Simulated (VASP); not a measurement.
CdS (space group F-43m): the measured cell of entry 9000108 of the Crystallography Open Database is

```
CdS
1.0
    0.00000     2.91650     2.91650
    2.91650     0.00000     2.91650
    2.91650     2.91650     0.00000
Cd S
1 1
Direct
  0.00000   0.00000   0.00000
  0.25000   0.25000   0.25000
```

Computed with PBEsol GGA, VASP's PBE PAW potentials (set 64) (plane waves; VASP). Settings: 400 eV cut-off, 9×9×9 Γ-centred mesh, tetrahedra with Blöchl corrections, potentials Cd S.

The calculation is for a static lattice at zero pressure; the measurement, whose temperature isn't given here, holds thermal and zero-point expansion. The entry's conditions were not checked, so it may have been measured under pressure.

How far does the relaxed conventional cell lie from the measured one?

|  | measured | computed | difference |
|---|---|---|---|
| a (Å) | 5.833 | 5.825 | -0.1 % |
| V (Å³/atom) | 24.81 | 24.70 | -0.4 % |

The structure comes from a measured CdS entry (F-43m) of the Crystallography Open Database, whose conditions weren't checked. It was relaxed first. Symmetry was kept, so distortions that lower it aren't found.
